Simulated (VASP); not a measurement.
An input for Quantum ESPRESSO's pw.x (written as the equivalent of a VASP run, and not itself run):

```
&CONTROL
  calculation = 'vc-relax'
  pseudo_dir = './pseudo'
  outdir = './out'
  tprnfor = .true.
  tstress = .true.
  nstep = 60
  forc_conv_thr = 0.00078
/
&SYSTEM
  ibrav = 0
  nat = 4
  ntyp = 2
  ecutwfc = 84
  occupations = 'smearing'
  smearing = 'methfessel-paxton'
  degauss = 0.00735
  input_dft = 'pbesol'
/
&ELECTRONS
  conv_thr = 7.3e-08
  electron_maxstep = 100
/
&IONS
/
&CELL
/
ATOMIC_SPECIES
  Pt 195.084 Pt.upf
  Au 196.967 Au.upf
CELL_PARAMETERS angstrom
    -0.0000000    2.0108671    2.0108671
     2.0108671   -0.0000000    2.0108671
     8.0961214    8.0961214   -0.0526528
ATOMIC_POSITIONS crystal
  Pt   0.0000000  0.0000000  0.0000000
  Au   0.0048243  0.0048243  0.2463818
  Au   0.0000000  0.0000000  0.5000000
  Au   0.9951757  0.9951757  0.7536182
K_POINTS automatic
  12 12 3 0 0 0
```

Task: Translate this input to VASP (INCAR, KPOINTS, POSCAR, choice of POTCAR).

Result: One answer among several that fit: 
KPOINTS:
```
Automatic
0
Gamma
12 12 3
```

**INCAR**
```
SYSTEM = Au3Pt
PREC = Accurate
ENCUT = 400
EDIFF = 1E-6
NELM = 100
ALGO = Normal
LREAL = .FALSE.
LASPH = .TRUE.
ISMEAR = 1
SIGMA = 0.1
GGA = PS
LMAXMIX = 6
LWAVE = .FALSE.
LCHARG = .FALSE.
IBRION = 2
ISIF = 3
NSW = 60
EDIFFG = -0.02
```

**POSCAR**
```
Au3Pt
1.0
  0.0000000000   2.0108671430   2.0108671430
  2.0108671430   0.0000000000   2.0108671430
  8.0961213760   8.0961213760  -0.0526528041
Pt Au
1 3
Direct
  0.0000000000   0.0000000000   0.0000000000
  0.0048242814   0.0048242814   0.2463817890
  0.0000000000   0.0000000000   0.5000000000
  0.9951757186   0.9951757186   0.7536182110
```

POTCAR, in this order: Pt Au (PBE.64 set). Program: vasp_std.

Limits of the translation: the potentials are each code's own (VASP's PAW set, PseudoDojo norm-conserving files in pw.x), so ENCUT and ecutwfc are chosen apart and not converted; conv_thr bounds pw.x's estimated SCF error, while EDIFF bounds the energy change between steps; forc_conv_thr acts on force components and is met together with etot_conv_thr.

The structure was generated: Au3Pt was put into an ordered model structure (R-3m), which need not be its known phase. This run relaxes it. Symmetry was kept, so distortions that lower it aren't found. The start is the result of an earlier pass.
